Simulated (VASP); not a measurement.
VASP ran on this input.

File POSCAR:
```
CsSnI3
1.0
  6.0888277484   0.0000000000   0.0000000000
  0.0000000000   6.0888277484   0.0000000000
  0.0000000000   0.0000000000   6.0888277484
Cs Sn I
1 1 3
Cart
  0.0000000000   0.0000000000   0.0000000000
  3.0444138742   3.0444138742   3.0444138742
  3.0444138742   0.0000000000   3.0444138742
  0.0000000000   3.0444138742   3.0444138742
  3.0444138742   3.0444138742   0.0000000000
```

### INCAR
```
AGGAC=0.0
ALGO=Normal
EDIFF=1E-6
EDIFFG=-0.02
ENCUT=520
GGA=BO
IBRION=2
ISIF=3
ISMEAR=0
LASPH=.True.
LCHARG=.False.
LMAXMIX=4
LREAL=.False.
LUSE_VDW=.True.
LWAVE=.False.
NELM=100
NSW=60
PARAM1=0.1833333333
PARAM2=0.22
PREC=Accurate
SIGMA=0.05
SYSTEM=CsSnI3
```

KPOINTS:
```
kpoints
0
Gamma
 4 4 4
0 0 0
```

POTCAR, in this order: Cs_sv Sn_d I (PBE.64 set). Program: vasp_std.

Q: Write an equivalent input for Quantum ESPRESSO's pw.x.

A: One equivalent input (not run):
```
&CONTROL
  calculation = 'vc-relax'
  pseudo_dir = './pseudo'
  outdir = './out'
  tprnfor = .true.
  tstress = .true.
  nstep = 60
  forc_conv_thr = 0.00078
/
&SYSTEM
  ibrav = 0
  nat = 5
  ntyp = 3
  ecutwfc = 72
  occupations = 'smearing'
  smearing = 'gaussian'
  degauss = 0.003675
  input_dft = 'vdw-df-obk8'
/
&ELECTRONS
  conv_thr = 7.3e-08
  electron_maxstep = 100
/
&IONS
/
&CELL
/
ATOMIC_SPECIES
  Cs 132.905 Cs.upf
  Sn 118.710 Sn.upf
  I 126.904 I.upf
CELL_PARAMETERS angstrom
     6.0888277    0.0000000   -0.0000000
     0.0000000    6.0888277    0.0000000
    -0.0000000    0.0000000    6.0888277
ATOMIC_POSITIONS crystal
  Cs   0.0000000  0.0000000  0.0000000
  Sn   0.5000000  0.5000000  0.5000000
  I    0.5000000  0.0000000  0.5000000
  I    0.0000000  0.5000000  0.5000000
  I    0.5000000  0.5000000  0.0000000
K_POINTS automatic
  4 4 4 0 0 0
```
Limits of the translation: the potentials are each code's own (VASP's PAW set, PseudoDojo norm-conserving files in pw.x), so ENCUT and ecutwfc are chosen apart and not converted; conv_thr bounds pw.x's estimated SCF error, while EDIFF bounds the energy change between steps; forc_conv_thr acts on force components and is met together with etot_conv_thr.

The compound is CsSnI3 in the cubic perovskite structure, the ideal cubic form; the compound distorts at low or room temperature. This run relaxes it. Symmetry was kept, so distortions that lower it aren't found. The start is the result of an earlier pass.
